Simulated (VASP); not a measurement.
**MgS (Niningerite): exact exchange and RPA correlation**

Wanted: where the RPA puts the energy minimum of MgS (Niningerite). The scan starts from a database cell scaled to its smallest volume. The cell is of the rock-salt type. The start is a cell from a database of measured crystal structures.

Calculated with VASP 6.6.1; RPA correlation on PBE orbitals; plane waves and PAW (S_GW, Mg_GW), in the first sound run; inputs show where later runs differ.

Report form: inputs, costs, results and the conclusion, without the logs.

## 1. The system as given

It takes space group Fm-3m (No. 225, cubic). Conventional cell: a = 5.097 Å, b = 5.097 Å, c = 5.097 Å, α = 90.00°, β = 90.00°, γ = 90.00°. Nearest to S lie 6 Mg at 2.55 Å. Nearest to Mg lie 6 S at 2.55 Å. Farther neighbours, and contacts between anions beyond the nearest, are not listed.

Structure file:

```cif
data_structure
_symmetry_space_group_name_H-M 'Fm-3m'
_symmetry_Int_Tables_number 225
_cell_length_a 5.0971
_cell_length_b 5.0971
_cell_length_c 5.0971
_cell_angle_alpha 90.000
_cell_angle_beta 90.000
_cell_angle_gamma 90.000
_cell_volume 132.42
loop_
_atom_site_label
_atom_site_type_symbol
_atom_site_symmetry_multiplicity
_atom_site_Wyckoff_symbol
_atom_site_fract_x
_atom_site_fract_y
_atom_site_fract_z
_atom_site_occupancy
S1 S 4 b 0.50000 0.00000 0.00000 1
Mg1 Mg 4 a 0.00000 0.00000 0.00000 1
```

## 2. Orbitals, volume ratio 0.94

RPA gives no stress here, so the energy is scanned over volumes, at one cutoff and mesh. Volumes are given as ratios to a reference cell, and this first cell is that cell scaled to 0.94. Each point starts from PBE orbitals, tightly converged.

Input file INCAR:

```
SYSTEM = MgS
PREC = Accurate
ENCUT = 300
EDIFF = 1E-08
NELM = 100
ISMEAR = 0
SIGMA = 0.05
LREAL = .FALSE.
ALGO = Normal
GGA = PE
NBANDS = 10
LORBIT = 11
LWAVE = .TRUE.
LCHARG = .FALSE.
KPAR = 8
```

Input file POSCAR:

```
MgS
1.0
    0.0000000000      2.5485401997      2.5485401997
    2.5485401997      0.0000000000      2.5485401997
    2.5485401997      2.5485401997      0.0000000000
S Mg
1 1
Direct
    0.5000000000      0.5000000000      0.5000000000
    0.0000000000      0.0000000000      0.0000000000
```

Input file KPOINTS:

```
Automatic mesh
0
Gamma
4 4 4
0 0 0
```

PAW data sets: S_GW and Mg_GW (PBE family, release 64).

Started as:

```sh
$ mpirun -np 8 vasp_std
```

It took 1.4 s on 8 MPI ranks of Intel Xeon 6975P-C (Granite Rapids), shared host; peak memory 0.88 GiB.

The gap is read on the k-mesh alone, so it is an upper bound where the band edges lie off the mesh.

A gap read on the k-mesh alone can miss the band edges.

This step gave:

```yaml
free_energy_toten: -8.404 eV
fermi_energy: 4.572 eV
pressure: 6.573 GPa
gap_on_the_k_mesh: 2.884 eV
least_direct_gap_on_the_k_mesh: 4.206 eV
```

## 3. Exact exchange, volume ratio 0.94

This step: Hartree-Fock energy on PBE orbitals; plane waves and PAW (S_GW, Mg_GW) (VASP 6.6.1).

The Hartree-Fock energy is evaluated once on these orbitals (ALGO = Eigenval, NELM = 1), without letting them relax. It uses the mesh of the correlation step, since the long-wavelength errors of the two partly cancel, and the total energy is their sum.

Input file INCAR:

```
SYSTEM = MgS
PREC = Accurate
ENCUT = 300
ISMEAR = 0
SIGMA = 0.05
LREAL = .FALSE.
GGA = PE
NBANDS = 10
ALGO = Eigenval
NELM = 1
LHFCALC = .TRUE.
AEXX = 1
ALDAC = 0
AGGAC = 0
PRECFOCK = Normal
LWAVE = .FALSE.
LCHARG = .FALSE.
```

POSCAR is that of step 2.

KPOINTS is that of step 2.

The WAVECAR or CHGCAR of an earlier step is read.

Started as:

```sh
$ mpirun -np 8 vasp_std
```

The job ended after 1.8 s (8 MPI ranks; peak memory 0.78 GiB).

The k-mesh is coarse for unscreened exact exchange, which converges slowly with it.

This step gave:

```yaml
free_energy_toten: -13.92 eV
```

The Hartree-Fock energy on these orbitals is -6.9609 eV an atom.

## 4. Empty bands, volume ratio 0.94

This step: PBE; plane waves and PAW (S_GW, Mg_GW) (VASP 6.6.1).

The next step needs empty bands that the ground-state run didn't converge, so the Hamiltonian is diagonalised in full, in a single step. LOPTICS writes the k-derivatives of the orbitals (WAVEDER), which give the long-wavelength limit of the screening.

Input file INCAR:

```
SYSTEM = MgS
PREC = Accurate
ENCUT = 300
ISMEAR = 0
SIGMA = 0.05
LREAL = .FALSE.
GGA = PE
NBANDS = 392
ALGO = Exact
NELM = 1
LWAVE = .TRUE.
LCHARG = .FALSE.
LOPTICS = .TRUE.
NEDOS = 1000
CSHIFT = 0.1
```

POSCAR is that of step 3.

KPOINTS is that of step 3.

Started as:

```sh
$ mpirun -np 8 vasp_std
```

Wall time 1.4 s (8 MPI ranks); peak memory 0.86 GiB.

WAVECAR now holds 392 bands for 8 electrons.

## 5. RPA correlation, volume ratio 0.94

This step: RPA correlation on PBE orbitals; plane waves and PAW (S_GW, Mg_GW) (VASP 6.6.1).

The RPA correlation energy follows from the response function on imaginary frequencies; VASP computes it for a row of response cutoffs and extrapolates.

Input file INCAR:

```
SYSTEM = MgS
PREC = Accurate
ENCUT = 300
ISMEAR = 0
SIGMA = 0.05
LREAL = .FALSE.
GGA = PE
NBANDS = 392
ALGO = ACFDT
ENCUTGW = 200
NOMEGA = 12
PRECFOCK = Fast
LWAVE = .FALSE.
LCHARG = .FALSE.
```

POSCAR is that of step 4.

KPOINTS is that of step 4.

Started as:

```sh
$ mpirun -np 8 vasp_std
```

Wall time 13 s (8 MPI ranks); peak memory 1.2 GiB.

Numbers from this step:

| Property | Result |
| --- | --- |
| RPA correlation energy | -12.08 eV |

The correlation energy is -6.0394 eV an atom. With exact exchange the total is -13.0003 eV an atom.

## 6. Comparison: r2SCAN, volume ratio 0.94

This step: r2SCAN; plane waves and PAW (S_GW, Mg_GW) (VASP 6.6.1).

For comparison the same cell is computed with r2SCAN.

Input file INCAR:

```
SYSTEM = MgS
PREC = Accurate
ENCUT = 300
EDIFF = 1E-06
NELM = 100
ISMEAR = 0
SIGMA = 0.05
LREAL = .FALSE.
ALGO = Normal
METAGGA = R2SCAN
LASPH = .TRUE.
NBANDS = 10
LWAVE = .FALSE.
LCHARG = .FALSE.
KPAR = 8
```

POSCAR is that of step 5.

KPOINTS is that of step 5.

Started as:

```sh
$ mpirun -np 8 vasp_std
```

Run time: 3.4 s. Hardware: 8 MPI ranks; peak memory 0.82 GiB; 22 s of CPU time.

The PAW data sets were made with PBE, which is usual practice but a small mismatch for other functionals.

This step gave:

```yaml
free_energy_toten: -15.44 eV
fermi_energy: 4.405 eV
pressure: 5.180 GPa
gap_on_the_k_mesh: 3.551 eV
least_direct_gap_on_the_k_mesh: 5.161 eV
```

Its energy is -7.7206 eV an atom, on a zero of its own.

## 7. Orbitals for comparison: HSE06, volume ratio 0.94

This step: PBE; plane waves and PAW (S_GW, Mg_GW) (VASP 6.6.1).

A hybrid converges faster from good orbitals, so a cheap PBE run writes WAVECAR first.

Input file INCAR:

```
SYSTEM = MgS
PREC = Accurate
ENCUT = 300
EDIFF = 1E-05
NELM = 100
ISMEAR = 0
SIGMA = 0.05
LREAL = .FALSE.
ALGO = Normal
GGA = PE
NBANDS = 10
LORBIT = 11
LWAVE = .TRUE.
LCHARG = .FALSE.
KPAR = 8
```

POSCAR is that of step 6.

KPOINTS is that of step 6.

Started as:

```sh
$ mpirun -np 8 vasp_std
```

Run time: 1.2 s. Hardware: 8 MPI ranks; peak memory 0.88 GiB; 4 s of CPU time.

Numbers from this step:

```
free energy (TOTEN)            : -8.404 eV
Fermi energy                   : 4.572 eV
pressure                       : 6.562 GPa
gap on the k-mesh              : 2.884 eV
least direct gap on the k-mesh : 4.206 eV
```

The run ends at a pressure of 6.56 GPa.

## 8. Comparison: HSE06, volume ratio 0.94

This step: HSE06; plane waves and PAW (S_GW, Mg_GW) (VASP 6.6.1).

For comparison the same cell is computed with HSE06.

Input file INCAR:

```
SYSTEM = MgS
PREC = Accurate
ENCUT = 300
EDIFF = 1E-06
NELM = 100
ISMEAR = 0
SIGMA = 0.05
LREAL = .FALSE.
ALGO = Normal
LHFCALC = .TRUE.
AEXX = 0.25
GGA = PE
HFSCREEN = 0.2
LASPH = .TRUE.
NBANDS = 10
PRECFOCK = Fast
LWAVE = .FALSE.
LCHARG = .FALSE.
KPAR = 8
```

POSCAR is that of step 7.

KPOINTS is that of step 7.

The WAVECAR or CHGCAR of an earlier step is read.

Started as:

```sh
$ mpirun -np 8 vasp_std
```

It took 5 s on 8 MPI ranks; peak memory 1.6 GiB.

The k-mesh is coarse for exact exchange; levels may shift by about 0.1 eV on a finer one.

Read from the output:

* free energy (TOTEN): -9.838 eV
* Fermi energy: 3.954 eV
* gap on the k-mesh: 3.934 eV
* least direct gap on the k-mesh: 5.371 eV

Its energy is -4.9191 eV an atom, on a zero of its own.

## 9. Orbitals, volume ratio 0.97

This step: PBE; plane waves and PAW (S_GW, Mg_GW) (VASP 6.6.1).

The same chain follows at a volume ratio of 0.97.

Input file INCAR:

```
SYSTEM = MgS
PREC = Accurate
ENCUT = 300
EDIFF = 1E-08
NELM = 100
ISMEAR = 0
SIGMA = 0.05
LREAL = .FALSE.
ALGO = Normal
GGA = PE
NBANDS = 10
LORBIT = 11
LWAVE = .TRUE.
LCHARG = .FALSE.
KPAR = 8
```

Input file POSCAR:

```
MgS
1.0
    0.0000000000      2.5753689102      2.5753689102
    2.5753689102      0.0000000000      2.5753689102
    2.5753689102      2.5753689102      0.0000000000
S Mg
1 1
Direct
    0.5000000000      0.5000000000      0.5000000000
    0.0000000000      0.0000000000      0.0000000000
```

KPOINTS is that of step 8.

Started as:

```sh
$ mpirun -np 8 vasp_std
```

It took 1.4 s on 8 MPI ranks; peak memory 0.97 GiB.

The run ends at a pressure of 3.58 GPa.

## 10. Exact exchange, volume ratio 0.97

This step: Hartree-Fock energy on PBE orbitals; plane waves and PAW (S_GW, Mg_GW) (VASP 6.6.1).

Exact exchange at this point.

Input file INCAR:

```
SYSTEM = MgS
PREC = Accurate
ENCUT = 300
ISMEAR = 0
SIGMA = 0.05
LREAL = .FALSE.
GGA = PE
NBANDS = 10
ALGO = Eigenval
NELM = 1
LHFCALC = .TRUE.
AEXX = 1
ALDAC = 0
AGGAC = 0
PRECFOCK = Normal
LWAVE = .FALSE.
LCHARG = .FALSE.
```

POSCAR is that of step 9.

KPOINTS is that of step 9.

The WAVECAR or CHGCAR of an earlier step is read.

Started as:

```sh
$ mpirun -np 8 vasp_std
```

Wall time 1.8 s (8 MPI ranks); peak memory 0.83 GiB.

The Hartree-Fock energy on these orbitals is -6.9861 eV an atom.

## 11. Empty bands, volume ratio 0.97

This step: PBE; plane waves and PAW (S_GW, Mg_GW) (VASP 6.6.1).

The empty bands are made again, for the run that follows.

Input file INCAR:

```
SYSTEM = MgS
PREC = Accurate
ENCUT = 300
ISMEAR = 0
SIGMA = 0.05
LREAL = .FALSE.
GGA = PE
NBANDS = 408
ALGO = Exact
NELM = 1
LWAVE = .TRUE.
LCHARG = .FALSE.
LOPTICS = .TRUE.
NEDOS = 1000
CSHIFT = 0.1
```

POSCAR is that of step 10.

KPOINTS is that of step 10.

Started as:

```sh
$ mpirun -np 8 vasp_std
```

Run time: 1.4 s. Hardware: 8 MPI ranks; peak memory 0.89 GiB.

WAVECAR now holds 408 bands for 8 electrons.

## 12. RPA correlation, volume ratio 0.97

This step: RPA correlation on PBE orbitals; plane waves and PAW (S_GW, Mg_GW) (VASP 6.6.1).

RPA correlation at this point.

Input file INCAR:

```
SYSTEM = MgS
PREC = Accurate
ENCUT = 300
ISMEAR = 0
SIGMA = 0.05
LREAL = .FALSE.
GGA = PE
NBANDS = 408
ALGO = ACFDT
ENCUTGW = 200
NOMEGA = 12
PRECFOCK = Fast
LWAVE = .FALSE.
LCHARG = .FALSE.
```

POSCAR is that of step 11.

KPOINTS is that of step 11.

Started as:

```sh
$ mpirun -np 8 vasp_std
```

Elapsed: 16 s, on 8 MPI ranks; peak memory 1.2 GiB; 2 min of CPU time.

The correlation energy is -6.0282 eV an atom, +11 meV against the point before. With exact exchange the total is -13.0143 eV an atom.

## 13. Comparison: r2SCAN, volume ratio 0.97

This step: r2SCAN; plane waves and PAW (S_GW, Mg_GW) (VASP 6.6.1).

The comparison at this point.

Input file INCAR:

```
SYSTEM = MgS
PREC = Accurate
ENCUT = 300
EDIFF = 1E-06
NELM = 100
ISMEAR = 0
SIGMA = 0.05
LREAL = .FALSE.
ALGO = Normal
METAGGA = R2SCAN
LASPH = .TRUE.
NBANDS = 10
LWAVE = .FALSE.
LCHARG = .FALSE.
KPAR = 8
```

POSCAR is that of step 12.

KPOINTS is that of step 12.

Started as:

```sh
$ mpirun -np 8 vasp_std
```

Wall time 3.6 s (8 MPI ranks); peak memory 0.98 GiB.

Its energy is -7.7335 eV an atom, on a zero of its own.

## 14. Orbitals for comparison: HSE06, volume ratio 0.97

This step: PBE; plane waves and PAW (S_GW, Mg_GW) (VASP 6.6.1).

Starting orbitals, as before.

Input file INCAR:

```
SYSTEM = MgS
PREC = Accurate
ENCUT = 300
EDIFF = 1E-05
NELM = 100
ISMEAR = 0
SIGMA = 0.05
LREAL = .FALSE.
ALGO = Normal
GGA = PE
NBANDS = 10
LORBIT = 11
LWAVE = .TRUE.
LCHARG = .FALSE.
KPAR = 8
```

POSCAR is that of step 13.

KPOINTS is that of step 13.

Started as:

```sh
$ mpirun -np 8 vasp_std
```

The job ended after 1.2 s (8 MPI ranks; peak memory 0.93 GiB; 5.2 s of CPU time).

The run ends at a pressure of 3.57 GPa.

## 15. Comparison: HSE06, volume ratio 0.97

This step: HSE06; plane waves and PAW (S_GW, Mg_GW) (VASP 6.6.1).

Input file INCAR:

```
SYSTEM = MgS
PREC = Accurate
ENCUT = 300
EDIFF = 1E-06
NELM = 100
ISMEAR = 0
SIGMA = 0.05
LREAL = .FALSE.
ALGO = Normal
LHFCALC = .TRUE.
AEXX = 0.25
GGA = PE
HFSCREEN = 0.2
LASPH = .TRUE.
NBANDS = 10
PRECFOCK = Fast
LWAVE = .FALSE.
LCHARG = .FALSE.
KPAR = 8
```

POSCAR is that of step 14.

KPOINTS is that of step 14.

The WAVECAR or CHGCAR of an earlier step is read.

Started as:

```sh
$ mpirun -np 8 vasp_std
```

It took 5.2 s on 8 MPI ranks; peak memory 1.6 GiB; 37 s of CPU time.

Its energy is -4.9310 eV an atom, on a zero of its own.

## 16. Orbitals, volume ratio 1

This step: PBE; plane waves and PAW (S_GW, Mg_GW) (VASP 6.6.1).

The same chain follows at a volume ratio of 1.

Input file INCAR:

```
SYSTEM = MgS
PREC = Accurate
ENCUT = 300
EDIFF = 1E-08
NELM = 100
ISMEAR = 0
SIGMA = 0.05
LREAL = .FALSE.
ALGO = Normal
GGA = PE
NBANDS = 10
LORBIT = 11
LWAVE = .TRUE.
LCHARG = .FALSE.
KPAR = 8
```

Input file POSCAR:

```
MgS
1.0
    0.0000000000      2.6016500000      2.6016500000
    2.6016500000      0.0000000000      2.6016500000
    2.6016500000      2.6016500000      0.0000000000
S Mg
1 1
Direct
    0.5000000000      0.5000000000      0.5000000000
    0.0000000000      0.0000000000      0.0000000000
```

KPOINTS is that of step 15.

Started as:

```sh
$ mpirun -np 8 vasp_std
```

Elapsed: 1.4 s, on 8 MPI ranks; peak memory 0.98 GiB.

The run ends at a pressure of 1.01 GPa.

## 17. Exact exchange, volume ratio 1

This step: Hartree-Fock energy on PBE orbitals; plane waves and PAW (S_GW, Mg_GW) (VASP 6.6.1).

Input file INCAR:

```
SYSTEM = MgS
PREC = Accurate
ENCUT = 300
ISMEAR = 0
SIGMA = 0.05
LREAL = .FALSE.
GGA = PE
NBANDS = 10
ALGO = Eigenval
NELM = 1
LHFCALC = .TRUE.
AEXX = 1
ALDAC = 0
AGGAC = 0
PRECFOCK = Normal
LWAVE = .FALSE.
LCHARG = .FALSE.
```

POSCAR is that of step 16.

KPOINTS is that of step 16.

The run starts from files that an earlier step left in the folder.

Started as:

```sh
$ mpirun -np 8 vasp_std
```

The job ended after 1.8 s (8 MPI ranks; peak memory 0.8 GiB; 8.7 s of CPU time).

The Hartree-Fock energy on these orbitals is -7.0006 eV an atom.

## 18. Empty bands, volume ratio 1

This step: PBE; plane waves and PAW (S_GW, Mg_GW) (VASP 6.6.1).

Input file INCAR:

```
SYSTEM = MgS
PREC = Accurate
ENCUT = 300
ISMEAR = 0
SIGMA = 0.05
LREAL = .FALSE.
GGA = PE
NBANDS = 416
ALGO = Exact
NELM = 1
LWAVE = .TRUE.
LCHARG = .FALSE.
LOPTICS = .TRUE.
NEDOS = 1000
CSHIFT = 0.1
```

POSCAR is that of step 17.

KPOINTS is that of step 17.

Started as:

```sh
$ mpirun -np 8 vasp_std
```

It took 1.4 s on 8 MPI ranks; peak memory 0.86 GiB; 6.2 s of CPU time.

WAVECAR now holds 416 bands for 8 electrons.

## 19. RPA correlation, volume ratio 1

This step: RPA correlation on PBE orbitals; plane waves and PAW (S_GW, Mg_GW) (VASP 6.6.1).

Input file INCAR:

```
SYSTEM = MgS
PREC = Accurate
ENCUT = 300
ISMEAR = 0
SIGMA = 0.05
LREAL = .FALSE.
GGA = PE
NBANDS = 416
ALGO = ACFDT
ENCUTGW = 200
NOMEGA = 12
PRECFOCK = Fast
LWAVE = .FALSE.
LCHARG = .FALSE.
```

POSCAR is that of step 18.

KPOINTS is that of step 18.

Started as:

```sh
$ mpirun -np 8 vasp_std
```

The job ended after 15 s (8 MPI ranks; peak memory 1.2 GiB; 1.9 min of CPU time).

The correlation energy is -6.0178 eV an atom, +10 meV against the point before. With exact exchange the total is -13.0184 eV an atom.

## 20. Comparison: r2SCAN, volume ratio 1

This step: r2SCAN; plane waves and PAW (S_GW, Mg_GW) (VASP 6.6.1).

Input file INCAR:

```
SYSTEM = MgS
PREC = Accurate
ENCUT = 300
EDIFF = 1E-06
NELM = 100
ISMEAR = 0
SIGMA = 0.05
LREAL = .FALSE.
ALGO = Normal
METAGGA = R2SCAN
LASPH = .TRUE.
NBANDS = 10
LWAVE = .FALSE.
LCHARG = .FALSE.
KPAR = 8
```

POSCAR is that of step 19.

KPOINTS is that of step 19.

Started as:

```sh
$ mpirun -np 8 vasp_std
```

Elapsed: 4 s, on 8 MPI ranks; peak memory 0.96 GiB; 26 s of CPU time.

Its energy is -7.7372 eV an atom, on a zero of its own.

## 21. Orbitals for comparison: HSE06, volume ratio 1

This step: PBE; plane waves and PAW (S_GW, Mg_GW) (VASP 6.6.1).

Input file INCAR:

```
SYSTEM = MgS
PREC = Accurate
ENCUT = 300
EDIFF = 1E-05
NELM = 100
ISMEAR = 0
SIGMA = 0.05
LREAL = .FALSE.
ALGO = Normal
GGA = PE
NBANDS = 10
LORBIT = 11
LWAVE = .TRUE.
LCHARG = .FALSE.
KPAR = 8
```

POSCAR is that of step 20.

KPOINTS is that of step 20.

Started as:

```sh
$ mpirun -np 8 vasp_std
```

The job ended after 1.4 s (8 MPI ranks; peak memory 0.96 GiB).

The run ends at a pressure of 0.99 GPa.

## 22. Comparison: HSE06, volume ratio 1

This step: HSE06; plane waves and PAW (S_GW, Mg_GW) (VASP 6.6.1).

Input file INCAR:

```
SYSTEM = MgS
PREC = Accurate
ENCUT = 300
EDIFF = 1E-06
NELM = 100
ISMEAR = 0
SIGMA = 0.05
LREAL = .FALSE.
ALGO = Normal
LHFCALC = .TRUE.
AEXX = 0.25
GGA = PE
HFSCREEN = 0.2
LASPH = .TRUE.
NBANDS = 10
PRECFOCK = Fast
LWAVE = .FALSE.
LCHARG = .FALSE.
KPAR = 8
```

POSCAR is that of step 21.

KPOINTS is that of step 21.

The run starts from files that an earlier step left in the folder.

Started as:

```sh
$ mpirun -np 8 vasp_std
```

Elapsed: 5 s, on 8 MPI ranks; peak memory 1.7 GiB; 36 s of CPU time.

Its energy is -4.9340 eV an atom, on a zero of its own.

## 23. Orbitals, volume ratio 1.03

This step: PBE; plane waves and PAW (S_GW, Mg_GW) (VASP 6.6.1).

The same chain follows at a volume ratio of 1.03.

Input file INCAR:

```
SYSTEM = MgS
PREC = Accurate
ENCUT = 300
EDIFF = 1E-08
NELM = 100
ISMEAR = 0
SIGMA = 0.05
LREAL = .FALSE.
ALGO = Normal
GGA = PE
NBANDS = 10
LORBIT = 11
LWAVE = .TRUE.
LCHARG = .FALSE.
KPAR = 8
```

Input file POSCAR:

```
MgS
1.0
    0.0000000000      2.6274105862      2.6274105862
    2.6274105862      0.0000000000      2.6274105862
    2.6274105862      2.6274105862      0.0000000000
S Mg
1 1
Direct
    0.5000000000      0.5000000000      0.5000000000
    0.0000000000      0.0000000000      0.0000000000
```

KPOINTS is that of step 22.

Started as:

```sh
$ mpirun -np 8 vasp_std
```

Run time: 1.4 s. Hardware: 8 MPI ranks; peak memory 0.97 GiB.

The run ends at a pressure of -1.19 GPa.

## 24. Exact exchange, volume ratio 1.03

This step: Hartree-Fock energy on PBE orbitals; plane waves and PAW (S_GW, Mg_GW) (VASP 6.6.1).

Input file INCAR:

```
SYSTEM = MgS
PREC = Accurate
ENCUT = 300
ISMEAR = 0
SIGMA = 0.05
LREAL = .FALSE.
GGA = PE
NBANDS = 10
ALGO = Eigenval
NELM = 1
LHFCALC = .TRUE.
AEXX = 1
ALDAC = 0
AGGAC = 0
PRECFOCK = Normal
LWAVE = .FALSE.
LCHARG = .FALSE.
```

POSCAR is that of step 23.

KPOINTS is that of step 23.

The run starts from files that an earlier step left in the folder.

Started as:

```sh
$ mpirun -np 8 vasp_std
```

Wall time 1.8 s (8 MPI ranks); peak memory 0.79 GiB; 8.6 s of CPU time.

The Hartree-Fock energy on these orbitals is -7.0059 eV an atom.

## 25. Empty bands, volume ratio 1.03

This step: PBE; plane waves and PAW (S_GW, Mg_GW) (VASP 6.6.1).

Input file INCAR:

```
SYSTEM = MgS
PREC = Accurate
ENCUT = 300
ISMEAR = 0
SIGMA = 0.05
LREAL = .FALSE.
GGA = PE
NBANDS = 440
ALGO = Exact
NELM = 1
LWAVE = .TRUE.
LCHARG = .FALSE.
LOPTICS = .TRUE.
NEDOS = 1000
CSHIFT = 0.1
```

POSCAR is that of step 24.

KPOINTS is that of step 24.

Started as:

```sh
$ mpirun -np 8 vasp_std
```

The job ended after 1.6 s (8 MPI ranks; peak memory 0.91 GiB).

WAVECAR now holds 440 bands for 8 electrons.

## 26. RPA correlation, volume ratio 1.03

This step: RPA correlation on PBE orbitals; plane waves and PAW (S_GW, Mg_GW) (VASP 6.6.1).

Input file INCAR:

```
SYSTEM = MgS
PREC = Accurate
ENCUT = 300
ISMEAR = 0
SIGMA = 0.05
LREAL = .FALSE.
GGA = PE
NBANDS = 440
ALGO = ACFDT
ENCUTGW = 200
NOMEGA = 12
PRECFOCK = Fast
LWAVE = .FALSE.
LCHARG = .FALSE.
```

POSCAR is that of step 25.

KPOINTS is that of step 25.

Started as:

```sh
$ mpirun -np 8 vasp_std
```

Elapsed: 18 s, on 8 MPI ranks; peak memory 1.3 GiB; 2.3 min of CPU time.

The correlation energy is -6.0093 eV an atom, +9 meV against the point before. With exact exchange the total is -13.0152 eV an atom.

## 27. Comparison: r2SCAN, volume ratio 1.03

This step: r2SCAN; plane waves and PAW (S_GW, Mg_GW) (VASP 6.6.1).

Input file INCAR:

```
SYSTEM = MgS
PREC = Accurate
ENCUT = 300
EDIFF = 1E-06
NELM = 100
ISMEAR = 0
SIGMA = 0.05
LREAL = .FALSE.
ALGO = Normal
METAGGA = R2SCAN
LASPH = .TRUE.
NBANDS = 10
LWAVE = .FALSE.
LCHARG = .FALSE.
KPAR = 8
```

POSCAR is that of step 26.

KPOINTS is that of step 26.

Started as:

```sh
$ mpirun -np 8 vasp_std
```

Wall time 4 s (8 MPI ranks); peak memory 0.98 GiB.

Its energy is -7.7331 eV an atom, on a zero of its own.

(Continued in part 2 of 2.)

[Long decimals in the printed logs are rounded to 6 places.]

[Lines on the potential files, build, host, timing and source positions are cut from VASP's logs without a mark.]

[Logs are printed without paths, hosts, clocks, repeated set-up lines and the standing remarks that a program may print on its own settings, such as how far it seeks lower states.]

[Hosts, paths, dates, database ids (printed as entryN), source tags and the programs' standing remarks are cut or masked in the printed files.]

[Measured values are set beside computed ones only where the two were judged alike; some that the calculation misses by far are left out.]

[Pressures printed for these runs are not shown converged in the cutoff: they can be off by several GPa and have the wrong sign.]
